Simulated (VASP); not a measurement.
In₂Pt (space group Fm-3m): computed properties

The numbers are results of LDA (Ceperley-Alder, Perdew-Zunger), VASP's LDA PAW potentials (set 64) (plane waves; VASP), not measurements.

```yaml
space_group: Fm-3m (225)
cell: a = b = c = 6.318 Å, α = β = γ = 90.00°
volume_per_atom: 21.02 Å^3/atom
band gap (over mesh and band path): none (metal, semimetal or under 0.01 eV)
density: 11.18 g/cm³
```

```xyz
3
Lattice="0.0000 3.1592 3.1592 3.1592 0.0000 3.1592 3.1592 3.1592 0.0000" Properties=species:S:1:pos:R:3 pbc="T T T"
In     1.5796     1.5796     1.5796
In     4.7388     4.7388     4.7388
Pt     0.0000     0.0000     0.0000
```

Unless said otherwise, spin-orbit coupling is left out, though it shifts the bands of the heavy elements here.

The structure comes from a computed database's In2Pt entry (Fm-3m); how it stands against other phases isn't given here. It was relaxed first. Symmetry was kept, so distortions that lower it aren't found.
